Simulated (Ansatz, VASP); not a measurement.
# CS2: VASP beside Ansatz

```
S C
1.0
     9.28318    0.00000    0.00000
     0.00000    9.28318    0.00000
     0.00000    0.00000    9.28318
S C
16 8
Direct
  0.19340 0.00507 0.98773
  0.28751 0.93988 0.67123
  0.68802 0.87489 0.94972
  0.94105 0.65458 0.97959
  0.51820 0.97768 0.34057
  0.41003 0.69671 0.18932
  0.80991 0.90831 0.59382
  0.98644 0.92339 0.30676
  0.52717 0.22626 0.84536
  0.27115 0.41512 0.95440
  0.06215 0.43543 0.27888
  0.87539 0.51823 0.54664
  0.32885 0.41216 0.53230
  0.53961 0.63539 0.66904
  0.84319 0.23412 0.07479
  0.93558 0.22156 0.75130
  0.23998 0.97243 0.82948
  0.81487 0.76489 0.96387
  0.46373 0.83723 0.26524
  0.89836 0.91576 0.45033
  0.39963 0.32039 0.90072
  0.96897 0.47732 0.41295
  0.43472 0.52355 0.59997
  0.88977 0.22821 0.91297
```

Alike in both runs: functional PBE; dispersion D3(BJ); k mesh 1 × 1 × 1; occupations fermi-dirac, width 0.05 eV; no spin polarisation.

Ansatz relaxed the structure, and its values are those at the end. VASP's run is a single point on that final structure, the one shown.

|  | VASP | Ansatz |
| --- | --- | --- |
| version | VASP 6.6.1 | Ansatz 0.2.0 |
| potentials or method | VASP PAW PBE potentials, release 64 (S, C) | scalar-relativistic, plane waves, PAW |
| plane-wave cutoff (eV) | 520 | 420 |
| valence electrons in the cell | 128 | 128 |

```tsv
	VASP	Ansatz	Ansatz less VASP
gap on the k mesh at the Fermi level (eV)	2.95	2.94	-0.013
rms of the force components (eV/Å)	0.184	0.078	-0.1067
dispersion energy (meV/atom)	-121.4	-121.4	-0.03
```

The functional is the same, so the differences come from potentials, cutoffs and numerics. Ansatz warned: «xc_potential_rough_in_thin_density».

Expect the measured gap to be larger: semilocal functionals such as PBE lack the derivative discontinuity.
